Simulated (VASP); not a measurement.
Consider the following.

```
CELL_PARAMETERS angstrom
      4.24817     0.00000     0.00000
      0.00000     4.24817     0.00000
      0.00000     0.00000     4.24817
ATOMIC_POSITIONS crystal
  Cs 0.00000 0.00000 0.00000
  Br 0.50000 0.50000 0.50000
```

Level of theory: PBEsol GGA, VASP's PBE PAW potentials (set 64) (plane waves; VASP). Settings: 400 eV cut-off, 6×6×6 Γ-centred mesh, Gaussian smearing of 0.050 eV, potentials Cs_sv Br.

Unless said otherwise, spin-orbit coupling is left out, though it shifts the bands of the heavy elements here.

Q: Predict the energy per atom (σ→0), band gap (on the k-mesh) with the smallest direct gap where there is one.

A: 
```yaml
band gap (on the k-mesh): 4.42 eV
smallest direct gap (on the k-mesh): 4.42 eV
energy per atom (σ→0): -3.174 eV/atom
```

Total energies compare only between runs with the same potentials, cut-off and functional.

The compound is CsBr in the CsCl type structure. It was relaxed first. The start is the result of an earlier pass.
